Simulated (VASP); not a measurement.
Input:

```
CELL_PARAMETERS angstrom
      1.40760    -2.43804     0.00000
      1.40760     2.43804     0.00000
      0.00000     0.00000     4.54920
ATOMIC_POSITIONS crystal
  Re 0.33333 0.66667 0.25000
  Re 0.66667 0.33333 0.75000
```

All values below come from PBE GGA, VASP's PBE PAW potentials (set 64) (plane waves; VASP). Settings: 400 eV cut-off, 11×11×6 Γ-centred mesh, first-order Methfessel-Paxton smearing of 0.10 eV, potentials Re.

Unless said otherwise, spin-orbit coupling is left out, though it shifts the bands of the heavy elements here.

**Question.** Predict the energy per atom (σ→0), pressure, band gap (on the k-mesh) with the smallest direct gap where there is one.

**Answer.** 
| Property | Result |
|---|---|
| band gap (on the k-mesh) | none (metal, semimetal or under 0.01 eV) |
| energy per atom (σ→0) | -12.389 eV/atom |
| pressure | -15.07 GPa |

The compound is Re in the hcp structure. The cell was not relaxed at this level.
